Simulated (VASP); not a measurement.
Output of a VASP run:

OSZICAR:
```
       N       E                     dE             d eps       ncg     rms          rms(c)
DAV:   1     0.433872059079E+03    0.43387E+03   -0.28612E+04  1120   0.149E+03
DAV:   2    -0.253723532805E+02   -0.45924E+03   -0.45018E+03  1258   0.391E+02
DAV:   3    -0.492509969140E+02   -0.23879E+02   -0.23739E+02  1283   0.774E+01
DAV:   4    -0.497811442089E+02   -0.53015E+00   -0.52922E+00  1213   0.116E+01
DAV:   5    -0.497959582924E+02   -0.14814E-01   -0.14811E-01  1300   0.180E+00    0.371E+01
DAV:   6    -0.476058605612E+02    0.21901E+01   -0.20531E+01  1103   0.245E+01    0.129E+01
DAV:   7    -0.472390703797E+02    0.36679E+00   -0.91013E+00  1099   0.151E+01    0.853E+00
DAV:   8    -0.469046672820E+02    0.33440E+00   -0.15065E+00  1241   0.680E+00    0.297E+00
DAV:   9    -0.469136892900E+02   -0.90220E-02   -0.15714E-01  1355   0.187E+00    0.133E+00
DAV:  10    -0.469056453185E+02    0.80440E-02   -0.60631E-02  1181   0.140E+00    0.318E-01
DAV:  11    -0.469055978458E+02    0.47473E-04   -0.26521E-03  1266   0.293E-01    0.159E-01
DAV:  12    -0.469055446616E+02    0.53184E-04   -0.26617E-04  1226   0.855E-02    0.813E-02
DAV:  13    -0.469055438725E+02    0.78914E-06   -0.20101E-04  1354   0.722E-02    0.184E-02
DAV:  14    -0.469055437632E+02    0.10927E-06   -0.24039E-05  1186   0.280E-02    0.206E-02
DAV:  15    -0.469055440349E+02   -0.27169E-06   -0.29346E-06  1034   0.101E-02
   1 F= -.46905544E+02 E0= -.46905544E+02  d E =-.469055E+02
```

File OUTCAR:
```
------------------------ aborting loop because EDIFF is reached ----------------------------------------
  FORCE on cell =-STRESS in cart. coord.  units (eV):
  Direction    XX          YY          ZZ          XY          YZ          ZX
  --------------------------------------------------------------------------------------
  Total       -0.0354352     -0.0354352      0.0523222     -0.0000000     -0.0000000      0.0000000
  in kB       -0.5298071     -0.5298070      0.7822912     -0.0000000     -0.0000000      0.0000000
  external PRESSURE =      -0.0924410 kB  Pullay stress =       0.0000000 kB
  volume of cell :      107.16
      direct lattice vectors                 reciprocal lattice vectors
     3.142269191  0.000000000  0.000000000     0.318241353  0.183736749  0.000000000
    -1.571134596  2.721284674  0.000000000     0.000000000  0.367473499  0.000000000
     0.000000000  0.000000000 12.531718025     0.000000000  0.000000000  0.079797518
 POSITION                                       TOTAL-FORCE (eV/Angst)
 -----------------------------------------------------------------------------------
      1.57114      0.90709      9.39879        -0.000000     -0.000000      0.000000
     -0.00000      1.81419      3.13293         0.000000      0.000000      0.000000
      1.57114      0.90709      4.69118        -0.000000      0.000000      0.007542
     -0.00000      1.81419     10.95704         0.000000     -0.000000      0.007542
     -0.00000      1.81419      7.84053         0.000000     -0.000000     -0.007542
      1.57114      0.90709      1.57468        -0.000000      0.000000     -0.007542
 -----------------------------------------------------------------------------------
    total drift:                                0.000791     -0.000456      0.001094
  FREE ENERGIE OF THE ION-ELECTRON SYSTEM (eV)
  ---------------------------------------------------
  free  energy   TOTEN  =       -46.9055440349 eV

  energy  without entropy=      -46.9055440349  energy(sigma->0) =      -46.90554403

 reached required accuracy - stopping structural energy minimisation
```
(Selected blocks of OUTCAR.)

**POSCAR**
```
MoS2
1
    3.1422691914    -0.0000000000     0.0000000000
   -1.5711345957     2.7212846740    -0.0000000000
   -0.0000000000    -0.0000000000    12.5317180254
Mo S
2 4
Direct
  0.6666670000   0.3333330000   0.7500000000
  0.3333330000   0.6666670000   0.2500000000
  0.6666670000   0.3333330000   0.3743448088
  0.3333330000   0.6666670000   0.8743448088
  0.3333330000   0.6666670000   0.6256551912
  0.6666670000   0.3333330000   0.1256551912
```

**Question.** Write an INCAR and KPOINTS that could have produced this output.

**Answer.** This is not unique; one that fits is the input of the run itself, PBEsol GGA, plane waves, VASP's PBE PAW potentials (set 64).

INCAR:
```
SYSTEM = MoS2
PREC = Accurate
ENCUT = 480
EDIFF = 1E-6
NELM = 100
ALGO = Normal
LREAL = .FALSE.
LASPH = .TRUE.
ISMEAR = 0
SIGMA = 0.05
GGA = PS
LMAXMIX = 4
LWAVE = .FALSE.
LCHARG = .FALSE.
IBRION = 2
ISIF = 3
NSW = 60
EDIFFG = -0.02
```

KPOINTS:
```
Automatic
0
Gamma
  7 7 2
0 0 0
```

POTCAR, in this order: Mo_sv S (PBE.64 set). Program: vasp_std.

Without a dispersion term in the relaxation, distances and binding between the weakly bound layers, chains or molecules are unreliable, and so is what depends on them.

The compound is MoS2 in the 2H layered structure. It was relaxed first. The start is the result of an earlier pass.
